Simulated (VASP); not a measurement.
An input for Quantum ESPRESSO's pw.x (written as the equivalent of a VASP run, and not itself run):

```
&CONTROL
  calculation = 'vc-relax'
  pseudo_dir = './pseudo'
  outdir = './out'
  tprnfor = .true.
  tstress = .true.
  nstep = 40
  forc_conv_thr = 0.00078
/
&SYSTEM
  ibrav = 0
  nat = 8
  ntyp = 3
  ecutwfc = 102
  occupations = 'smearing'
  smearing = 'methfessel-paxton'
  degauss = 0.00735
  input_dft = 'pbe'
/
&ELECTRONS
  conv_thr = 7.3e-08
  electron_maxstep = 100
/
&IONS
/
&CELL
  press = 300
/
ATOMIC_SPECIES
  Cd 112.414 Cd.upf
  Ge 72.630 Ge.upf
  As 74.922 As.upf
CELL_PARAMETERS angstrom
    -3.5289533    3.5289533    2.7022762
     3.5289533   -3.5289533    2.7022762
     3.5289533    3.5289533   -2.7022762
ATOMIC_POSITIONS crystal
  Cd   0.0000000  0.0000000  0.0000000
  Cd   0.7500000  0.2500000  0.5000000
  Ge   0.5000000  0.5000000  0.0000000
  Ge   0.2500000  0.7500000  0.5000000
  As   0.8750000  0.8845697  0.5095697
  As   0.1154303  0.6250000  0.9904303
  As   0.3750000  0.3654303  0.4904303
  As   0.6345697  0.1250000  0.0095697
K_POINTS automatic
  7 7 7 0 0 0
```

Question: Translate this input to VASP (INCAR, KPOINTS, POSCAR, choice of POTCAR).

Answer: This is not unique; one that fits is 
KPOINTS:
```
K-points
0
Gamma
  7 7 7
```

### INCAR
```
SYSTEM = CdGeAs2
PREC = Accurate
ENCUT = 500
EDIFF = 1E-6
NELM = 100
ALGO = Normal
LREAL = .FALSE.
LASPH = .TRUE.
ISMEAR = 1
SIGMA = 0.1
GGA = PE
LMAXMIX = 4
LWAVE = .FALSE.
LCHARG = .FALSE.
IBRION = 2
ISIF = 3
NSW = 40
EDIFFG = -0.02
PSTRESS = 300
```

**POSCAR**
```
CdGeAs2
1
   -3.5289532943     3.5289532943     2.7022761557
    3.5289532943    -3.5289532943     2.7022761557
    3.5289532943     3.5289532943    -2.7022761557
Cd Ge As
2 2 4
Direct
  0.0000000000   0.0000000000   0.0000000000
  0.7500000000   0.2500000000   0.5000000000
  0.5000000000   0.5000000000   0.0000000000
  0.2500000000   0.7500000000   0.5000000000
  0.8750000000   0.8845697314   0.5095697314
  0.1154302686   0.6250000000   0.9904302686
  0.3750000000   0.3654302686   0.4904302686
  0.6345697314   0.1250000000   0.0095697314
```

POTCAR, in this order: Cd Ge_d As (PBE.64 set). Program: vasp_std.

Limits of the translation: the potentials are each code's own (VASP's PAW set, PseudoDojo norm-conserving files in pw.x), so ENCUT and ecutwfc are chosen apart and not converted; conv_thr bounds pw.x's estimated SCF error, while EDIFF bounds the energy change between steps; forc_conv_thr acts on force components and is met together with etot_conv_thr.

The compound is CdGeAs2 in the chalcopyrite structure. This run relaxes it under an external pressure of 30 GPa. Symmetry was kept, so distortions that lower it aren't found.
